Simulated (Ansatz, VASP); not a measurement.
# CdAu in two plane-wave programs

Aim: how closely do two programs agree when they are given the same cell, functional and k mesh? The cell is taken from a series of runs on this material, whose earlier steps may have relaxed, scaled, displaced or heated it; both programs get it as it stands.

Calculated with Ansatz 0.2.0; plane waves, with VASP 6.6.1 beside it; relaxation of cell and atoms at PBEsol.

## (1) The starting structure

Symmetry: Pmma, No. 51, orthorhombic system. The conventional cell has a = 4.764 Å, b = 3.095 Å, c = 4.935 Å, α = 90.00°, β = 90.00°, γ = 90.00°. Nearest to Cd lie 8 Au at 2.89 to 2.93 Å and 4 Cd at 3.07 to 3.09 Å. Au has 8 Cd at 2.89 to 2.93 Å and 4 Au at 3.04 to 3.09 Å nearest. Farther neighbours are not listed.

## (2) VASP: relaxation of cell and atoms, PBEsol, pair 1

The relaxed volume is the usual yardstick between codes: in a stiff, nearly cubic crystal its relative difference is about their pressure difference at one cell divided by the bulk modulus.

Lines of VASP's logs that name or quote its potential files are left out, and so is its time.

Input file INCAR:

```
SYSTEM = CdAu
PREC = Accurate
ENCUT = 500
EDIFF = 1E-07
NELM = 120
ISMEAR = 1
SIGMA = 0.2
LREAL = .FALSE.
ALGO = Normal
GGA = PS
NBANDS = 29
LASPH = .TRUE.
LORBIT = 11
LWAVE = .FALSE.
LCHARG = .FALSE.
ISIF = 3
IBRION = 2
NSW = 80
EDIFFG = -0.005
GGA_COMPAT = .FALSE.
NELMIN = 4
KPAR = 2
```

Input file POSCAR:

```
CdAu
1.0
    4.7636170000      0.0000000000      0.0000000000
    0.0000000000      3.0949670000      0.0000000000
    0.0000000000      0.0000000000      4.9347840000
Cd Au
2 2
Direct
    0.2499999475      0.5000001616      0.8035964695
    0.7499999475      0.5000001616      0.1964035305
    0.2499999475      0.0000001616      0.3084686179
    0.7499999475      0.0000001616      0.6915313821
```

Input file KPOINTS:

```
Automatic mesh
0
Gamma
10 14 8
0 0 0
```

The projector-augmented-wave data sets are Cd and Au (PBE family, release 64).

Run with:

```sh
$ mpirun -np 2 vasp_std
```

Numbers of over 12 decimals in the logs are rounded to 6 here.

What it wrote:

```text
[banner, memory and clock lines left out]
running    2 mpi-ranks, on    1 nodes
 distrk:  each k-point on    1 cores,    2 groups
 distr:  one band on    1 cores,    1 groups

 POSCAR found type information on POSCAR CdAu
 POSCAR found :  2 types and       4 ions
|                                                                             |
|               ----> ADVICE to this user running VASP <----                  |
|                                                                             |
|     You enforced a specific xc type in the INCAR file but a different       |
|     [... a line on the potential file left out ...]
|     I HOPE YOU KNOW WHAT YOU ARE DOING!                                     |
|                                                                             |

 LDA part: xc-table for (Slater+PW92), standard interpolation
 POSCAR, INCAR and KPOINTS ok, starting setup
 FFT: planning ... GRIDC
 FFT: planning ... GRID_SOFT
 FFT: planning ... GRID
 WAVECAR not read
 entering main loop
       N       E                     dE             d eps       ncg     rms          rms(c)
DAV:   1     0.341221195405E+03    0.34122E+03   -0.24003E+04 13920   0.155E+03
DAV:   2    -0.122241914643E+01   -0.34244E+03   -0.32744E+03 14599   0.389E+02
DAV:   3    -0.118277105843E+02   -0.10605E+02   -0.10502E+02 15808   0.763E+01
DAV:   4    -0.118885257576E+02   -0.60815E-01   -0.60786E-01 14915   0.513E+00
DAV:   5    -0.118889333365E+02   -0.40758E-03   -0.40757E-03 15650   0.463E-01    0.127E+01
DAV:   6    -0.110544922922E+02    0.83444E+00   -0.25055E+00 14680   0.123E+01    0.795E+00
DAV:   7    -0.109832745612E+02    0.71218E-01   -0.14151E-01 15013   0.435E+00    0.429E+00
DAV:   8    -0.109725360467E+02    0.10739E-01   -0.35101E-02 15370   0.158E+00    0.290E-01
DAV:   9    -0.109717803792E+02    0.75567E-03   -0.43327E-03 14895   0.661E-01    0.216E-01
DAV:  10    -0.109717961807E+02   -0.15801E-04   -0.20085E-04 15520   0.121E-01    0.503E-02
DAV:  11    -0.109717999295E+02   -0.37489E-05   -0.11479E-05 14840   0.395E-02    0.764E-03
DAV:  12    -0.109717998125E+02    0.11706E-06   -0.39362E-07 14160   0.544E-03    0.281E-03
DAV:  13    -0.109717997894E+02    0.23099E-07   -0.73880E-08  8095   0.257E-03
   1 F= -.10971800E+02 E0= -.10972159E+02  d E =-.109718E+02
[... from here on, the cycles between the ionic steps are left out ...]
   2 F= -.10972202E+02 E0= -.10972654E+02  d E =-.402184E-03
   3 F= -.10972556E+02 E0= -.10972972E+02  d E =-.756028E-03
   8 F= -.10974082E+02 E0= -.10974649E+02  d E =-.152621E-02
   9 F= -.10974224E+02 E0= -.10974814E+02  d E =-.141863E-03
  10 F= -.10974224E+02 E0= -.10974814E+02  d E =-.141865E-03
  11 F= -.10974333E+02 E0= -.10974928E+02  d E =-.108844E-03
  12 F= -.10974417E+02 E0= -.10975026E+02  d E =-.192775E-03
  13 F= -.10974546E+02 E0= -.10975164E+02  d E =-.129134E-03
  14 F= -.10974849E+02 E0= -.10975501E+02  d E =-.432164E-03
  15 F= -.10975034E+02 E0= -.10975774E+02  d E =-.617332E-03
  16 F= -.10974822E+02 E0= -.10975578E+02  d E =0.212293E-03
  17 F= -.10975071E+02 E0= -.10975816E+02  d E =-.366499E-04
 curvature:  -1.22 expect dE=-0.235E-04 dE for cont linesearch -0.907E-08
 trial: gam=-0.03172 g(F)=  0.796E-05 g(S)=  0.113E-04 ort = 0.196E-05 (trialstep = 0.181E+01)
 search vector abs. value=  0.197E-04
 bond charge predicted
       N       E                     dE             d eps       ncg     rms          rms(c)
DAV:   1    -0.109752508216E+02   -0.18018E-03   -0.19909E-02 14760   0.877E-01    0.696E-02
DAV:   2    -0.109751384753E+02    0.11235E-03   -0.21350E-04 14760   0.135E-01    0.345E-02
DAV:   3    -0.109750967694E+02    0.41706E-04   -0.44895E-05 14765   0.581E-02    0.153E-02
DAV:   4    -0.109750927429E+02    0.40265E-05   -0.81341E-06 14798   0.239E-02    0.576E-03
DAV:   5    -0.109750925678E+02    0.17512E-06   -0.36592E-07 13571   0.538E-03    0.355E-03
DAV:   6    -0.109750924579E+02    0.10987E-06   -0.58042E-08  7170   0.237E-03    0.628E-04
DAV:   7    -0.109750924709E+02   -0.12932E-07   -0.11725E-08  7065   0.119E-03
  18 F= -.10975092E+02 E0= -.10975833E+02  d E =-.218241E-04
 trial-energy change:   -0.000022  1 .order   -0.000022   -0.000035   -0.000010
 step:   2.4937(harm=  2.4937)  dis= 0.00101  next Energy=   -10.975095 (dE=-0.240E-04)
 reached required accuracy - stopping structural energy minimisation
```

From OUTCAR (step 2):

```text
ion  position               nearest neighbor table
   1  0.250  0.500  0.804-   3 2.89   3 2.89   4 2.89   4 2.89   4 2.89   4 2.89   3 2.93   3 2.93
                             2 3.07   2 3.07
   2  0.750  0.500  0.196-   4 2.89   4 2.89   3 2.89   3 2.89   3 2.89   3 2.89   4 2.93   4 2.93
                             1 3.07   1 3.07
   3  0.250  0.000  0.308-   1 2.89   1 2.89   2 2.89   2 2.89   2 2.89   2 2.89   1 2.93   1 2.93
                             4 3.04   4 3.04
   4  0.750  0.000  0.692-   2 2.89   2 2.89   1 2.89   1 2.89   1 2.89   1 2.89   2 2.93   2 2.93
                             3 3.04   3 3.04

  LATTYP: Found a simple orthorhombic cell.
 ALAT       =     3.0949670000
 B/A-ratio  =     1.5391495289
 C/A-ratio  =     1.5944544805

 Subroutine GETGRP returns: Found  8 space group operations
 (whereof  4 operations were pure point group operations)

The static configuration has the point symmetry C_2h.
 The point group associated with its full space group is D_2h.

 Found    240 irreducible k-points:

   k-points           NKPTS =    240   k-points in BZ     NKDIM =    240   number of bands    NBANDS=     29

   dimension x,y,z NGX =    36 NGY =   24 NGZ =   36
   dimension x,y,z NGXF=    72 NGYF=   48 NGZF=   72

   ENCUT  =  500.0 eV  36.75 Ry    6.06 a.u.   8.69  5.64  9.00*2*pi/ulx,y,z

   NELECT =      46.0000    total number of electrons

 k-points in reciprocal lattice and weights: Automatic mesh
   0.00000000  0.00000000  0.00000000       0.001
   0.10000000  0.00000000  0.00000000       0.002
   0.20000000  0.00000000  0.00000000       0.002
   0.30000000  0.00000000  0.00000000       0.002
   0.40000000  0.00000000  0.00000000       0.002
   0.50000000  0.00000000  0.00000000       0.001
   0.00000000  0.07142857  0.00000000       0.002
   0.10000000  0.07142857  0.00000000       0.004
   0.20000000  0.07142857  0.00000000       0.004
[...]
0.40000000  0.50000000  0.50000000       0.002
   0.50000000  0.50000000  0.50000000       0.001

 average (electrostatic) potential at core
       1 -35.7399       2 -35.7399       3 -67.5468       4 -67.5468

 E-fermi :   6.1655

 k-point     1 :       0.0000    0.0000    0.0000
  band No.  band energies     occupation
    ...
     20       2.7332      2.00000
     21       2.8325      2.00000
     22       4.2891      2.00000
     23       4.5226      2.00000
     24       5.5985      2.00046
     25       7.7956     -0.00000
     26      10.5628      0.00000
     27      11.0419      0.00000
     28      13.0033      0.00000
     29      13.6829      0.00000

 k-point     2 :       0.1000    0.0000    0.0000
  band No.  band energies     occupation
    ...
     20       2.7461      2.00000
     21       2.7980      2.00000
     22       3.6348      2.00000
     23       4.5627      2.00000
     24       5.8609      2.05319
     25       8.3577     -0.00000
     26      10.3356      0.00000
     27      10.4127      0.00000
     28      13.8214      0.00000
     29      13.8242      0.00000

 k-point     3 :       0.2000    0.0000    0.0000
  band No.  band energies     occupation
    ...
     20       2.7163      2.00000
     21       2.7493      2.00000
     22       2.7661      2.00000
     23       4.7148      2.00000
     24       6.0417      1.85676
     25       9.4914     -0.00000
     26       9.6977     -0.00000
     27       9.8079     -0.00000
     28      14.2333      0.00000
     29      15.3042      0.00000

  Total       -0.0091666     -0.0003081     -0.0198048      0.0000000      0.0000000      0.0000000
  in kB       -0.2011514     -0.0067602     -0.4345970      0.0000000      0.0000000      0.0000000
  external PRESSURE =      -0.2141695 kB  Pullay stress =       0.0000000 kB

  energy-cutoff  :      500.00
  volume of cell :       73.01
      direct lattice vectors                 reciprocal lattice vectors
     4.784237667  0.000000000  0.000000000     0.209019716  0.000000000 -0.000000000
     0.000000000  3.041543777  0.000000000     0.000000000  0.328780407  0.000000000
     0.000000000  0.000000000  5.017499424    -0.000000000  0.000000000  0.199302464

 POSITION                                       TOTAL-FORCE (eV/Angst)
 -----------------------------------------------------------------------------------
      1.19606      1.52077      4.06397        -0.000000      0.000000     -0.002827
      3.58818      1.52077      0.95353         0.000000      0.000000      0.002827
      1.19606      0.00000      1.57944        -0.000000      0.000000     -0.001153
      3.58818      0.00000      3.43805         0.000000      0.000000      0.001153
 -----------------------------------------------------------------------------------
    total drift:                                0.000083     -0.000548      0.000069

  FREE ENERGIE OF THE ION-ELECTRON SYSTEM (eV)
  ---------------------------------------------------
  free  energy   TOTEN  =       -10.9750924709 eV

  energy  without entropy=      -10.9773149182  energy(sigma->0) =      -10.97583329

 reached required accuracy - stopping structural energy minimisation

 total charge
# of ion       s       p       d       tot
------------------------------------------
    1        0.463   0.354   9.512  10.329
    2        0.463   0.354   9.512  10.329
    3        0.600   0.341   8.723   9.664
    4        0.600   0.341   8.723   9.664
--------------------------------------------------
tot          2.126   1.391  36.469  39.986

[... 3 further parts left out ...]
```

CONTCAR:

```
CdAu
   1.00000000000000
     4.7842376669268445    0.0000000000000000    0.0000000000000001
     0.0000000000000000    3.0415437767859879    0.0000000000000000
     0.0000000000000000    0.0000000000000000    5.0174994238013246
  Cd              Au
     2     2
Direct
     0.2499999475000010    0.5000001615999992    0.8099600598085764
     0.7499999475000010    0.5000001615999992    0.1900399401914235
     0.2499999475000010    0.0000001615999992    0.3147872739883532
     0.7499999475000010    0.0000001615999992    0.6852127260116464
```

## (3) Ansatz: relaxation of cell and atoms, PBEsol, pair 1

Ansatz runs on its PAW soft_1 files.

The same cell, functional, mesh and smearing now go to Ansatz, which takes its cutoff from its data sets.

Input file input.yaml:

```yaml
crystal:
  lattice:
    - [4.7636169438, 0.0, 0.0]
    - [0.0, 3.0949673122, 0.0]
    - [0.0, 0.0, 4.9347837495]
  atoms:
    - { symbol: Cd, position: [0.25, 0.5, 0.8035964211] }
    - { symbol: Cd, position: [0.75, 0.5, 0.1964035789] }
    - { symbol: Au, position: [0.25, 0.0, 0.3084686748] }
    - { symbol: Au, position: [0.75, 0.0, 0.6915313252] }
kpoints:
  mp_grid: { grid: [10, 14, 8] }
hamiltonian:
  xc: pbesol
  pseudopotentials: { kind: paw, azcp: { folder: soft_1 }, xc_functional: pbe }
scf:
  occupations: { method: methfessel_paxton, width: 0.2 }
output:
  forces: true
  stress: true
  eigenvalues: true
relax:
  adjacent_minimum: "off"
  f_tol: 0.001
  max_steps: 60
  cell: { stress_tol: 0.01 }
```

Run with:

```sh
$ ansatz run input.yaml --threads 4 --pin off --max-ram 10240MiB --backend cpu --events-out ev --progress --plain --runs-dir out
```

What it wrote:

```text
Engine: ansatz 0.2.0, aarch64-unknown-linux-gnu
Pseudopotentials: kind: paw
Pseudopotential: Cd, paw, valence charge 20, recommended cutoff 420 eV (normal), soft_1/Cd.paw.azcp
Pseudopotential: Au, paw, valence charge 19, recommended cutoff 420 eV (normal), soft_1/Au.paw.azcp
Functional definition: PBEsol
  exchange = pbesol_x
  correlation = pbesol_c
Crystal: 4 atoms, lattice volume = 72.755 Å³
Basis set: ecut = 420 eV, 1425 PW (Γ), exchange–correlation on 64×48×72 points (8 copies of the dense FFT grid, shifted against one another)
Bands: 47, of which v1, the nominal top of the filled ones, is band 39 counted from 1 (38 counted from 0)
Symmetry: 8 space group operations
Space group: Pmma (ITA 51), of the structure as read, at distance tolerance 4.2e-5 Å
k-points: 240 of 1120
Non-local potential: Cd, projectors of the file, l = 0: 3, l = 1: 2, l = 2: 2, l = 3: 1
Non-local potential: Au, projectors of the file, l = 0: 3, l = 1: 2, l = 2: 2, l = 3: 1
PAW form: soft (Blöchl's): semilocal exchange-correlation on the pseudo side does not see the compensation charge
PAW frozen core: Cd, regenerated for the run's functional, and the local potential with it (the file was generated under x = pbe(κ = 0.804, μ = 0.219515), c = pbe(β = 0.066725))
PAW frozen core: Au, regenerated for the run's functional, and the local potential with it (the file was generated under x = pbe(κ = 0.804, μ = 0.219515), c = pbe(β = 0.066725))
PAW one-centre angular grid: Cd, 590 points (default); XC on 64 Gauss nodes
PAW one-centre angular grid: Au, 590 points (default); XC on 64 Gauss nodes
Initial density: superposition of atomic densities (chi_scale 0.1, normalization cell, long waves kept (reshape's long-wave potential 0.01 eV rms))
Initial wavefunctions: pseudopotential atomic-orbital guess
Functional: x = pbesol(κ = 0.804, μ = 0.123457), c = pbesol(β = 0.046)
SCF iter   1: F=—  HF=-42395.087512 eV  |F-HF|=—  |Δ(HF+E_count)|=         —  Δρ=1.78e-1  dr2=3.78e1  ethr=3.10e-3  ⟨swp⟩=6.1  Hψ=37626  notcnv=0  defer=30
preconditioner: auto → Kerker (q_TF=auto, 2.760 Å⁻¹)  [metal: Δε(μ)=0.003 eV  Ē_g=12.525 eV  σ=0.200 eV  W_gap=0.01  n_scr=30 (ndim 8)  ℏωp=29.5 eV  f_vac=0.000  D(μ)=2.28/eV (n_scr^D=10)]
SCF iter   2: F=—  HF=-42389.246590 eV  |F-HF|=—  |Δ(HF+E_count)|=    5.84e0  S|Δr|=    0.00e0  Δρ=8.61e-2  dr2=1.06e1  ethr=3.10e-3  ⟨swp⟩=3.0  Hψ=22723  notcnv=0  defer=554
SCF iter   3: F=—  HF=-42386.959546 eV  |F-HF|=—  |Δ(HF+E_count)|=    2.29e0  S|Δr|=    0.00e0  Δρ=2.19e-2  dr2=8.86e-1  ethr=3.10e-3  ⟨swp⟩=3.0  Hψ=18205  notcnv=0  defer=567
SCF iter   4: F=—  HF=-42386.730153 eV  |F-HF|=—  |Δ(HF+E_count)|=   2.29e-1  S|Δr|=    0.00e0  Δρ=7.10e-3  dr2=6.26e-2  ethr=1.14e-3  ⟨swp⟩=2.0  Hψ=14770  notcnv=0  defer=574
SCF iter   5: F=—  HF=-42386.709966 eV  |F-HF|=—  |Δ(HF+E_count)|=   2.02e-2  S|Δr|=    0.00e0  Δρ=2.12e-3  dr2=4.38e-3  ethr=8.03e-5  ⟨swp⟩=2.6  Hψ=19166  notcnv=0  defer=572
SCF iter   6: F=—  HF=-42386.709008 eV  |F-HF|=—  |Δ(HF+E_count)|=   9.57e-4  S|Δr|=    0.00e0  Δρ=5.24e-4  dr2=3.57e-4  ethr=5.61e-6  ⟨swp⟩=2.3  Hψ=16811  notcnv=0  defer=572
SCF iter   7: F=—  HF=-42386.708942 eV  |F-HF|=—  |Δ(HF+E_count)|=   6.63e-5  S|Δr|=    0.00e0  Δρ=1.19e-4  dr2=1.87e-5  ethr=4.58e-7  ⟨swp⟩=2.1  Hψ=13967  notcnv=0  defer=572
SCF iter   8: F=—  HF=-42386.708970 eV  |F-HF|=—  |Δ(HF+E_count)|=   2.76e-5  S|Δr|=    0.00e0  Δρ=3.28e-5  dr2=1.21e-6  ethr=2.40e-8  ⟨swp⟩=2.2  Hψ=15911  notcnv=0  defer=572
SCF iter   9: F=-42386.708969 eV  HF=-42386.708969 eV  |F-HF|=4.25e-8  |Δ(HF+E_count)|=   2.38e-7  S|Δr|=    0.00e0  Δρ=9.59e-6  dr2=8.02e-8  ethr=1.28e-10  ⟨swp⟩=9.7  Hψ=54953  notcnv=0
SCF 1 converged in 9 iterations: F = -42386.708969 eV  dr2 = 8.02e-8
  greatest PAW one-centre occupation: 1.000 electrons in one spin orbital (limit 2), on the Au atom at site 3 (counted from 0), in its partial waves of l = 0
relax step   1: F+E_penalty+E_count = -42386.70896944 eV  Δ(F+E_penalty+E_count) = +0.000e0 eV  max|allowed force component| = 8.435e-3 eV/Å  Δτ_max = 0.0000 Å  P = +0.027 GPa  Ω = 72.755 Å³  (9 SCF iters, dr2 threshold 1.00e-7 eV, accepted)
[...]
relax step   6: F+E_penalty+E_count = -42386.71089425 eV  Δ(F+E_penalty+E_count) = -3.434e-4 eV  max|allowed force component| = 2.232e-3 eV/Å  Δτ_max = 0.0045 Å  P = +0.026 GPa  Ω = 72.694 Å³  energy of the carried Pulay correction = +1.440e-5 eV  (11 SCF iters, accepted)
[...]
relax step   7: F+E_penalty+E_count = -42386.71089913 eV  Δ(F+E_penalty+E_count) = -4.881e-6 eV  max|allowed force component| = 9.217e-5 eV/Å  Δτ_max = 0.0019 Å  P = +0.002 GPa  Ω = 72.707 Å³  energy of the carried Pulay correction = +1.135e-5 eV  (6 SCF iters, dr2 threshold 2.48e-9 eV, accepted)
[...]
relax step   8: F+E_penalty+E_count = -42386.71089667 eV  Δ(F+E_penalty+E_count) = +2.468e-6 eV  max|allowed force component| = 9.356e-5 eV/Å  Δτ_max = 0.0000 Å  P = +0.001 GPa  Ω = 72.707 Å³  stress off target by 5.90e-3 GPa  SCF on the basis re-selected at this cell (its energy is not comparable with the rows above)  (6 SCF iters)
basis re-selected at this cell: Δ(F+E_penalty+E_count) = +2.468e-6 eV, ΔP = -0.001 GPa vs the last step (what re-selecting the basis moved, of the pressure what is left beyond the Pulay correction that the steps carried, after the strain that the cell walked since its last selection, with what the two solves' SCF thresholds leave and, on support functions, any second-order correction that the steps lacked; it is no m [...]
SCF converged after 6 iterations
Stability not checked: this state was not tested for a lower state beside it, because cold or Methfessel-Paxton smearing, or corrected tetrahedra, fill the levels in a way that the test cannot read (fill_not_monotonic; see scf.lower_state_search)
Free energy (F): -42386.710897 eV
Harris-Foulkes:  -42386.710897 eV  (|F-HF|=0.00e0)
Internal energy: -42386.712746 eV  (E = F + TS)
E sigma→0 (E₀):  -42386.711359 eV
Entropy (-TS):   0.001850 eV (0.462 meV/atom)
Fermi energy:    18.384118 eV
Step filling:    the computed levels leave a gap of 0.0007 eV = 0.0 smearing widths at the electron count; against every level under it full and every level over it empty, smearing changes F+E_penalty+E_count by -0.246 meV and its σ→0 estimate by -0.709 meV
--- Per-component energies (eV) ---
  E_band       = -1145.577537
  E_kinetic    = 2037.794677
  E_local      = -8914.010722  (includes V_loc(G=0)·N_el)
  E_nonlocal   = 445.414688
  E_hartree    = 4053.227005
  E_xc         = -741.655492
  E_vxc        = -916.759153  (∫ρ·V_xc dr)
  E_paw        = -27236.726685  (= ΣΔE_a)
  E_vpaw       = -1904.474940  (= ΣTr[D̂ρ^β])
  E_aug_tail   = 0.003907  (compensation charges beyond the density's cutoff)
  E_ewald      = -12032.063100
  E_core_change = 1.302976  (= ΣΔE_core)
  E_smearing   = 0.001850  (= −TS)
  E_closure    = 0.000000  (closes the sum)
  Σ components = -42386.710897   (vs F -42386.710897, Δ=0.00e0)
--- Forces (eV/Å), atoms counted from 1 ---
  atom   1  Cd     0.00000000    -0.00000000     0.00009356
  atom   2  Cd    -0.00000000     0.00000000    -0.00009356
  atom   3  Au     0.00000000    -0.00000000    -0.00005387
  atom   4  Au    -0.00000000     0.00000000     0.00005387
  max |Σ_I F_I| component: 0.00e0 eV/Å
--- Stress (GPa, compression-positive) ---
        0.005277      -0.000000       0.000000
       -0.000000      -0.005897       0.000000
        0.000000       0.000000       0.003362
  P = ⅓ Tr σ = 0.0009 GPa (0.009 kbar)
--- Band table (eV; the first three rows and the last of 240) ---
  k-point 0: bands = [... 35 lower, 14.9289, 15.0211, 16.4683, 16.7174, 17.8736, 20.0489, 22.7364, 23.1928, ... 4 higher]
  k-point 1: bands = [... 35 lower, 14.8785, 15.0247, 15.7494, 16.8263, 18.9079, 20.3229, 22.1077, 22.8257, ... 4 higher]
  k-point 2: bands = [... 35 lower, 14.7585, 14.8386, 15.0329, 17.6116, 19.5290, 21.2010, 21.7337, 21.9565, ... 4 higher]
  k-point 239: bands = [... 35 lower, 15.3078, 17.0561, 17.0561, 17.3074, 17.3074, 19.5444, 19.5444, 21.0002, ... 4 higher]
--- Relaxed structure (7 steps of the walk, 5 accepted, 1 SCFs on fresh bases) ---
  F+E_penalty+E_count = -42386.71089667 eV   max|allowed force component| = 9.356e-5 eV/Å   (the final SCF, on the basis selected at the relaxed cell)
  cell:  # Å, volume = 72.7069 Å³
    - [4.780970, 0.0, 0.0]
    - [0.0, 3.046756, 0.0]
    - [0.0, 0.0, 4.991396]
  atoms:
    - { symbol: Cd, position: [0.250000, 0.5, 0.807762] }
    - { symbol: Cd, position: [0.75, 0.5, 0.192238] }
    - { symbol: Au, position: [0.250000, 0.0, 0.312254] }
    - { symbol: Au, position: [0.75, 0.0, 0.687746] }
```

[end of part 1 of 2]

[Lines on the potential files, build, host, timing and source positions are cut from VASP's logs without a mark.]

[Logs are printed without paths, hosts, clocks, repeated set-up lines and the standing remarks that a program may print on its own settings, such as how far it seeks lower states.]

[Hosts, paths, dates, database ids (printed as entryN), source tags and the programs' standing remarks are cut or masked in the printed files.]
